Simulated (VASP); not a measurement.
# HfZr2Se4 (C2/m) in VASP: relaxation of cell and atoms with PBE

Aim: the relaxation of cell and atoms of HfZr2Se4 with PBE.

All numbers are computed with VASP 6.6.1; they aren't measurements. Logs are shortened: lines on timing, memory, paths and dates and some standing lists are left out, and cuts for length are marked.

## (1) The crystal as given

The structure is monoclinic, space group C2/m (No. 12). The conventional cell has a = 14.437 Å, b = 3.664 Å, c = 6.749 Å, α = 90.00°, β = 117.33°, γ = 90.00°. Around Zr (site symmetry m) lie 6 Se at 2.69 to 2.94 Å. Hf (site symmetry 2/m) is surrounded by 6 Se at 2.67 to 2.74 Å. Se (site symmetry m) has 2 Hf at 2.74 Å and 3 Zr at 2.83 to 2.94 Å as nearest neighbours. Se (site symmetry m) has 1 Hf at 2.67 Å and 3 Zr at 2.69 to 2.73 Å as nearest neighbours.

The cell was built by a generator and needn't be a form met in nature.

## (2) Relaxation of cell and atoms, PBE

Input file INCAR:

```
SYSTEM = HfZr2Se4
ALGO = Normal
EDIFF = 1E-6
EDIFFG = -0.01
ENCUT = 520
GGA = PE
IBRION = 2
ISIF = 3
ISMEAR = 0
KPAR = 8
LASPH = .True.
LCHARG = .False.
LREAL = .False.
LWAVE = .False.
NELM = 120
NSW = 90
PREC = Accurate
SIGMA = 0.1
```

Input file KPOINTS:

```
k-points
0
Gamma
  8 8 6
  0 0 0
```

Input file POSCAR:

```
HfZr2Se4
1.0
    7.2184214300     -1.8320000000      0.0000000000
    7.2184214300      1.8320000000      0.0000000000
   -3.0989703500      0.0000000000      5.9958635500
Zr Hf Se
2 1 4
Direct
    0.2539293500      0.2539293500      0.3034687300
    0.7460706500      0.7460706500      0.6965312700
    0.0000000000      0.0000000000      0.0000000000
    0.3680690600      0.3680690600      0.0377208100
    0.6319309400      0.6319309400      0.9622791900
    0.1042735200      0.1042735200      0.4440648000
    0.8957264800      0.8957264800      0.5559352000
```

Potentials or basis: VASP PAW PBE potentials, release 64 (Zr_sv, Hf_pv, Se).

Command:

```
cat potpaw_PBE.64/Zr_sv/POTCAR potpaw_PBE.64/Hf_pv/POTCAR potpaw_PBE.64/Se/POTCAR > POTCAR
mpirun -np 8 vasp_std > vasp.out
```

OUTCAR:

```text
SYSTEM = HfZr2Se4
   EDIFF = 1E-6
   EDIFFG = -0.01
   ENCUT = 520
   GGA = PE
   IBRION = 2
   ISIF = 3
   ISMEAR = 0
   LASPH = .True.
   LREAL = .False.
   NELM = 120
   NSW = 90
   PREC = Accurate

 ion  position               nearest neighbor table
   1  0.254  0.254  0.303-   7 2.69   7 2.69   6 2.73   5 2.83   5 2.83   4 2.94   2 3.27   2 3.27
                             3 3.28
   2  0.746  0.746  0.697-   6 2.69   6 2.69   7 2.73   4 2.83   4 2.83   5 2.94   1 3.27   1 3.27
                             3 3.28
   3  0.000  0.000  0.000-   6 2.67   7 2.67   5 2.74   5 2.74   4 2.74   4 2.74   1 3.28   2 3.28

   4  0.368  0.368  0.038-   3 2.74   3 2.74   2 2.83   2 2.83   1 2.94
   5  0.632  0.632  0.962-   3 2.74   3 2.74   1 2.83   1 2.83   2 2.94
   6  0.104  0.104  0.444-   3 2.67   2 2.69   2 2.69   1 2.73
   7  0.896  0.896  0.556-   3 2.67   1 2.69   1 2.69   2 2.73

  LATTYP: Found a base centered monoclinic cell.
 ALAT       =    14.4368428600
 B/A-ratio  =     0.2537951016
 C/A-ratio  =     0.4675101184
 COS(beta)  =    -0.4591495647

  Lattice vectors:

 A1 = (   7.2184214300,  -1.8320000000,   0.0000000000)
 A2 = (   7.2184214300,   1.8320000000,   0.0000000000)
 A3 = (  -3.0989703500,   0.0000000000,   5.9958635500)

Analysis of symmetry for initial positions (statically):
=====================================================================
 Subroutine PRICEL returns:
 Original cell was already a primitive cell.

 Routine SETGRP: Setting up the symmetry group for a
 base centered monoclinic supercell.

 Subroutine GETGRP returns: Found  4 space group operations
 (whereof  4 operations were pure point group operations)
 out of a pool of  4 trial point group operations.

The static configuration has the point symmetry C_2h.

Analysis of symmetry for dynamics (positions and initial velocities):
=====================================================================
 Subroutine PRICEL returns:
 Original cell was already a primitive cell.

 Routine SETGRP: Setting up the symmetry group for a
 base centered monoclinic supercell.

 Subroutine GETGRP returns: Found  4 space group operations
 (whereof  4 operations were pure point group operations)
 out of a pool of  4 trial point group operations.

The dynamic configuration has the point symmetry C_2h.

 Subroutine INISYM returns: Found  4 space group operations
 (whereof  4 operations are pure point group operations),
 and found     1 'primitive' translations

----------------------------------------------------------------------------------------

                                     Primitive cell

  volume of cell :     158.5804

  direct lattice vectors                    reciprocal lattice vectors
     7.218421430 -1.832000000  0.000000000     0.069267222 -0.272925764  0.035800859
     7.218421430  1.832000000  0.000000000     0.069267222  0.272925764  0.035800859
    -3.098970350  0.000000000  5.995863550     0.000000000  0.000000000  0.166781647

  length of vectors
     7.447270100  7.447270100  6.749370114     0.283845244  0.283845244  0.166781647

  position of ions in fractional coordinates (direct lattice)
     0.253929350  0.253929350  0.303468730
     0.746070650  0.746070650  0.696531270
     0.000000000  0.000000000  0.000000000
     0.368069060  0.368069060  0.037720810
     0.631930940  0.631930940  0.962279190
     0.104273520  0.104273520  0.444064800
     0.895726480  0.895726480  0.555935200

  ion indices of the primitive-cell ions
   primitive index   ion index
                 1           1
                 2           2
                 3           3
                 4           4
                 5           5
                 6           6
                 7           7

----------------------------------------------------------------------------------------

 KPOINTS: k-points

Automatic generation of k-mesh.
 Grid dimensions read from file:
 generate k-points for:    8    8    6

 Generating k-lattice:

  Cartesian coordinates                     Fractional coordinates (reciprocal lattice)
     0.008658403 -0.034115721  0.004475107     0.125000000  0.000000000  0.000000000
     0.008658403  0.034115721  0.004475107     0.000000000  0.125000000  0.000000000
     0.000000000  0.000000000  0.027796941     0.000000000  0.000000000  0.166666667

  Length of vectors
     0.035480655  0.035480655  0.027796941

  Shift w.r.t. Gamma in fractional coordinates (k-lattice)
     0.000000000  0.000000000  0.000000000

 Subroutine IBZKPT returns following result:
 ===========================================

 Found    114 irreducible k-points:

 Following reciprocal coordinates:
            Coordinates               Weight
  0.000000  0.000000  0.000000      1.000000
  0.125000 -0.000000  0.000000      4.000000
  0.250000 -0.000000  0.000000      4.000000
  0.375000  0.000000  0.000000      4.000000
  0.500000 -0.000000  0.000000      2.000000
  0.125000  0.125000  0.000000      2.000000
[... 16 lines left out ...]
  0.125000 -0.000000  0.166667      4.000000
  0.250000 -0.000000  0.166667      4.000000
 [... further k-points ...]
   k-points           NKPTS =    114   k-points in BZ     NKDIM =    114   number of bands    NBANDS=     34
   number of dos      NEDOS =    301   number of ions     NIONS =      7
   total plane-waves  NPLWV = 156800
   dimension x,y,z NGX =    56 NGY =   56 NGZ =   50
   dimension x,y,z NGXF=   112 NGYF=  112 NGZF=  100
   ions per type =               2   1   4
   NGX,Y,Z   is equivalent  to a cutoff of  12.50, 12.50, 12.32 a.u.
   NGXF,Y,Z  is equivalent  to a cutoff of  25.00, 25.00, 24.63 a.u.
 SYSTEM =  HfZr2Se4
   PREC   = accura    normal or accurate (medium, high low for compatibility)
   ISTART =      0    job   : 0-new  1-cont  2-samecut
   ICHARG =      2    charge: 1-file 2-atom 10-const
   ISPIN  =      1    spin polarized calculation?
   LNONCOLLINEAR =      F non collinear calculations
   LSORBIT =      F    spin-orbit coupling
   LASPH  =      T    aspherical Exc in radial PAW
   ENCUT  =  520.0 eV  38.22 Ry    6.18 a.u.  13.85 13.85 12.55*2*pi/ulx,y,z
   NELM   =    120;   NELMIN=  2; NELMDL= -5     # of ELM steps
   EDIFF  = 0.1E-05   stopping-criterion for ELM
   LREAL  =      F    real-space projection
   EDIFFG = -.1E-01   stopping-criterion for IOM
   NSW    =     90    number of steps for IOM
   IBRION =      2    ionic relax: 0-MD 1-quasi-New 2-CG
   NFREE  =      1    steps in history (QN), initial steepest desc. (CG)
   ISIF   =      3    stress and relaxation
   ISYM   =      2    0-nonsym 1-usesym 2-fastsym
   POTIM  = 0.5000    time-step for ionic-motion
   TEBEG  =    0.0;   TEEND  =   0.0 temperature during run
   PSTRESS=    0.0 pullay stress
   NELECT =      58.0000    total number of electrons
   NUPDOWN=      -1.0000    fix difference up-down
   EMIN   =  10.00;   EMAX   =-10.00  energy-range for DOS
   EFERMI =   0.00;   METHOD = LEGACY
   ISMEAR =     0;   SIGMA  =   0.10  broadening in eV -4-tet -1-fermi 0-gaus
   EFERMI_NEDOS =   21; number of points for ismear=-14 and -15
   IALGO  =     38    algorithm
   IMIX   =      4    mixing-type and parameters
     AMIX     =   0.40;   BMIX     =  1.00
     AMIX_MAG =   1.60;   BMIX_MAG =  1.00
  volume/ion in A,a.u.               =      22.65       152.88
  Fermi-wavevector in a.u.,A,eV,Ry     =   1.170759  2.212415 18.649203  1.370678
  Thomas-Fermi vector in A             =   2.307213
   LORBIT       =      0    0 simple, 1 ext, 2 COOP (PROOUT), +10 PAW based schemes
   GGA     = PE    functional components
   LHFCALC =     F    Hartree Fock is set to
   AEXX    =    0.0000 exact exchange contribution
   IVDW    =     0    specifies the selected vdW correction
   LEPSILON=     F    determine dielectric tensor
   LRPA    =     F    only Hartree local field effects (RPA)
 conjugate gradient relaxation of ions
 non-spin polarized calculation
 Gauss-broadening in eV      SIGMA  =   0.10
  energy-cutoff  :      520.00
  volume of cell :      158.58
 maximum number of plane-waves:      4288
   NGX = 27   NGY = 27   NGZ = 25

--------------------------------------- Ionic step        1  -------------------------------------------

 number of electron      57.9999999 magnetization

 Free energy of the ion-electron system (eV)
  ---------------------------------------------------
  ext. energy  EPLUGINS =         0.00000000
  ---------------------------------------------------
  free energy    TOTEN  =       -50.05488241 eV

  energy without entropy =      -50.04111869  energy(sigma->0) =      -50.04800055

------------------------ aborting loop because EDIFF is reached ----------------------------------------

  FORCE on cell =-STRESS in cart. coord.  units (eV):
  Direction    XX          YY          ZZ          XY          YZ          ZX
  --------------------------------------------------------------------------------------
  -------------------------------------------------------------------------------------
  Total       -0.5941126     -0.2193798     -0.3024189      0.0000000      0.0000000      0.2138038
  in kB       -6.0024687     -2.2164494     -3.0554144      0.0000000      0.0000000      2.1601139
  external PRESSURE =      -3.7581108 kB  Pullay stress =       0.0000000 kB
[... 104 lines left out ...]
  FREE ENERGIE OF THE ION-ELECTRON SYSTEM (eV)
  ---------------------------------------------------
  free  energy   TOTEN  =       -50.0584033930 eV

  energy  without entropy=      -50.0447595832  energy(sigma->0) =      -50.05158149

[... ionic steps 4 to 7 ...]

--------------------------------------- Ionic step        8  -------------------------------------------

 number of electron      57.9999999 magnetization

------------------------ aborting loop because EDIFF is reached ----------------------------------------

  FORCE on cell =-STRESS in cart. coord.  units (eV):
  Direction    XX          YY          ZZ          XY          YZ          ZX
  --------------------------------------------------------------------------------------
  -------------------------------------------------------------------------------------
  Total        0.0456757      0.0610829      0.0353631      0.0000000      0.0000000      0.0090602
  in kB        0.4617050      0.6174464      0.3574623      0.0000000      0.0000000      0.0915837
  external PRESSURE =       0.4788712 kB  Pullay stress =       0.0000000 kB
[... 67 lines left out ...]
  energy  without entropy=      -50.0479027085  energy(sigma->0) =      -50.05491562

--------------------------------------- Ionic step       10  -------------------------------------------

 number of electron      58.0000000 magnetization

 Free energy of the ion-electron system (eV)
  ---------------------------------------------------
  ext. energy  EPLUGINS =         0.00000000
  ---------------------------------------------------
  free energy    TOTEN  =       -50.06195218 eV

  energy without entropy =      -50.04793288  energy(sigma->0) =      -50.05494253

 E-fermi :   6.4235     XC(G=0): -10.2871

 val. band max:        6.4230052662   @ k =   0.3750   0.2500   0.0000
 cond. band min:       6.4253062304   @ k =   0.2500  -0.0000   0.1667
 fundamental gap:      0.0023009642
 Fermi energy:         6.4234753361

 k-point     1 :       0.0000    0.0000    0.0000
  band No.  band energies     occupation
      1     -42.9698      2.00000
      2     -42.9319      2.00000
      3     -25.5521      2.00000
      4     -25.5291      2.00000
      5     -25.3694      2.00000
      6     -21.1982      2.00000
[... 877 lines left out ...]
     33       7.6985      0.00000
     34       8.1941      0.00000

 [... further k-points ...]
[... 5 lines left out ...]
  --------------------------------------------------------------------------------------
  -------------------------------------------------------------------------------------
  Total       -0.0625756     -0.0575117     -0.0668504      0.0000000      0.0000000     -0.0209685
  in kB       -0.6317792     -0.5806527     -0.6749385      0.0000000      0.0000000     -0.2117035
  external PRESSURE =      -0.6291235 kB  Pullay stress =       0.0000000 kB
[... 22 lines left out ...]
  FREE ENERGIE OF THE ION-ELECTRON SYSTEM (eV)
  ---------------------------------------------------
  free  energy   TOTEN  =       -50.0619521801 eV

  energy  without entropy=      -50.0479328820  energy(sigma->0) =      -50.05494253

 reached required accuracy - stopping structural energy minimisation
```

It took 12 min on 8 MPI ranks of Intel Xeon Platinum 8559C (Emerald Rapids), shared host; peak memory 0.88 GiB.

Results:

```
Free energy                            : -50.0620 eV
Relaxed volume                         : 22.67 Å³/atom
Relaxed cell                           : a = 7.448 Å, b = 7.448 Å, c = 6.751 Å, α = 116.17°, β = 116.17°, γ = 28.42°
Space group after relaxing (to 0.05 Å) : C2/m (No. 12)
Energy gained by relaxing              : 1.0 meV/atom
Ionic steps                            : 10
Pressure after relaxing                : -0.1 GPa
Largest force after relaxing           : 0.009 eV/Å
Band gap on the k mesh                 : none (metal or under the smearing width)
```

Forces on the atoms (eV/Å):
```
Zr   0.002  0.000  0.004
Zr  -0.002  0.000 -0.004
Hf   0.000  0.000  0.000
Se  -0.001  0.000 -0.009
Se   0.001  0.000  0.009
Se  -0.005  0.000 -0.007
Se   0.005  0.000  0.007
```

Step by step:
```
step  energy change (eV)  largest force (eV/Å)  pressure (GPa)  volume (Å³)
   1              0.0000                0.1969           -0.38       158.58
   2             -0.0030                0.0836            0.53       157.36
   3             -0.0035                0.0784            0.27       157.70
   4             -0.0053                0.0571            0.03       158.18
   5             -0.0055                0.0819           -0.07       158.42
   6             -0.0066                0.0548           -0.03       158.48
   7             -0.0068                0.0483           -0.01       158.51
   8             -0.0070                0.0163            0.05       158.50
   9             -0.0070                0.0179            0.05       158.50
  10             -0.0071                0.0090           -0.06       158.69
```

Final structure:
```cif
data_structure
_symmetry_space_group_name_H-M 'P 1'
_symmetry_Int_Tables_number 1
_cell_length_a 7.4477
_cell_length_b 7.4477
_cell_length_c 6.7510
_cell_angle_alpha 116.174
_cell_angle_beta 116.174
_cell_angle_gamma 28.418
_cell_volume 158.69
loop_
_atom_site_label
_atom_site_type_symbol
_atom_site_fract_x
_atom_site_fract_y
_atom_site_fract_z
_atom_site_occupancy
Zr1 Zr 0.25416 0.25416 0.30293 1
Zr2 Zr 0.74584 0.74584 0.69707 1
Hf1 Hf 0.00000 0.00000 0.00000 1
Se1 Se 0.36736 0.36736 0.03500 1
Se2 Se 0.63264 0.63264 0.96500 1
Se3 Se 0.10485 0.10485 0.44078 1
Se4 Se 0.89515 0.89515 0.55922 1
```

Levels at points of the mesh, in eV from the Fermi level:
```
           k point  band 26  band 27  band 28  band 29  band 30  band 31  band 32  band 33
(0.00, 0.00, 0.00)    -1.80    -1.38    -1.37    -0.86    -0.24     0.48     0.57     0.76
(0.50, 0.00, 0.00)    -3.29    -2.82    -0.77    -0.29     0.43     0.83     1.44     1.85
(0.50, 0.50, 0.00)    -2.36    -2.29    -1.47     0.17     0.37     0.66     0.77     1.02
(0.00, 0.00, 0.50)    -2.67    -1.96    -1.48    -0.32     0.16     0.79     0.89     1.53
(0.50, 0.00, 0.50)    -3.01    -2.89    -1.25    -0.65     0.36     0.63     2.10     2.37
(0.50, 0.50, 0.50)    -2.35    -2.02    -1.23    -0.66    -0.22     0.67     0.98     1.01
```
